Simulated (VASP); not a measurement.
TaN:

```
Ta N
1.0
     0.00000    2.18975    2.18975
     2.18975    0.00000    2.18975
     2.18975    2.18975    0.00000
Ta N
1 1
Direct
  0.50000 0.50000 0.50000
  0.00000 0.00000 0.00000
```

The cell comes from a database or a generator and needn't be the stable form of this composition.

Base run:

| Quantity | Value |
| --- | --- |
| Program | VASP 6.6.1 |
| Functional | PBEsol |
| Potentials or basis | VASP PAW PBE potentials, release 64 (Ta_pv, N) |
| Cutoff | 700 eV |
| k mesh | 16 × 16 × 16 |
| Occupations | gaussian, width 0.1 eV |
| Spin | no spin polarisation |

Its results: band gap on the k mesh none (metal or under the smearing width); pressure 0.0 GPa.

The run is repeated on the same cell with these changes: functional from PBEsol to r2SCAN; cutoff from 700 eV to 520 eV. What comes out?

Band gap on the k mesh none (metal or under the smearing width); pressure 6.2 GPa.

Caveats: the PAW data sets were made with another functional, which shifts forces and pressure a little.

Not every run made on this cell is shown here.
